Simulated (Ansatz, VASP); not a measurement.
**ZnAuS3 in VASP and in Ansatz**

File INCAR:

```
PREC = Accurate
ENCUT = 600
EDIFF = 1E-6
ISMEAR = 0
SIGMA = 0.1
LREAL = False
LASPH = True
NELM = 100
ALGO = Normal
ISIF = 3
LWAVE = False
LCHARG = False
GGA = PE
IBRION = 2
NSW = 90
EDIFFG = -0.04
```

The input KPOINTS:

```
regular mesh
0
Gamma
  4 4 4
```

POSCAR

```
ZnAuS3
1.0
    4.4871276700      0.0000000000      0.0000000000
    0.0000000000      4.4871276700      0.0000000000
    0.0000000000      0.0000000000      4.4871276700
Zn S Au
1 3 1
Direct
    0.5000000000      0.5000000000      0.5000000000
    0.5000000000      0.0000000000      0.0000000000
    0.0000000000      0.5000000000      0.0000000000
    0.0000000000      0.0000000000      0.5000000000
    0.0000000000      0.0000000000      0.0000000000
```

Input for Ansatz:

```yaml
crystal:
  lattice:
    - [4.48712767, 0.0, 0.0]
    - [0.0, 4.48712767, 0.0]
    - [0.0, 0.0, 4.48712767]
  atoms:
    - { symbol: Zn, position: [0.5, 0.5, 0.5] }
    - { symbol: S, position: [0.5, 0.0, 0.0] }
    - { symbol: S, position: [0.0, 0.5, 0.0] }
    - { symbol: S, position: [0.0, 0.0, 0.5] }
    - { symbol: Au, position: [0.0, 0.0, 0.0] }
basis:
  ecutwfc: 420
kpoints:
  mp_grid: { grid: [4, 4, 4] }
hamiltonian:
  xc: pbe
scf:
  occupations: { method: gaussian, width: 0.1 }
  lower_state_search: "off"
output:
  forces: true
  stress: true
  eigenvalues: true
relax:
  adjacent_minimum: "off"
  f_tol: 0.04
  max_steps: 70
  cell: { stress_tol: 0.4 }
```

Alike in both runs: task relaxation of cell and atoms; functional PBE; k mesh 4 × 4 × 4; occupations gaussian, width 0.1 eV; no spin polarisation.

|  | VASP | Ansatz |
| --- | --- | --- |
| version | VASP 6.6.1 | Ansatz 0.2.0 |
| potentials or method | VASP PAW PBE potentials, release 64 (Zn, S, Au) | scalar-relativistic, plane waves, PAW |
| plane-wave cutoff (eV) | 600 | 420 |
| valence electrons in the cell | 41 | 49 |

```tsv
	VASP	Ansatz	Ansatz less VASP
gap on the k mesh at the Fermi level, each at its own relaxed structure (eV)	none	none	-
relaxed volume (Å³/atom)	22.36	22.43	+0.075
relaxed cell length with the largest relative difference (Å)	4.817	4.822	+0.0054
energy change over the relaxation (meV/atom)	-254	-260	-6.2
```

A gap of «none» marks a metal or a gap that the smearing closes. The two sets of potentials don't hold the same shells in valence.

Caveats: the volume moved by over 15 % at a fixed basis, so the end points are rough (VASP). The runs have no spin-orbit coupling, so splittings on Au are missing.
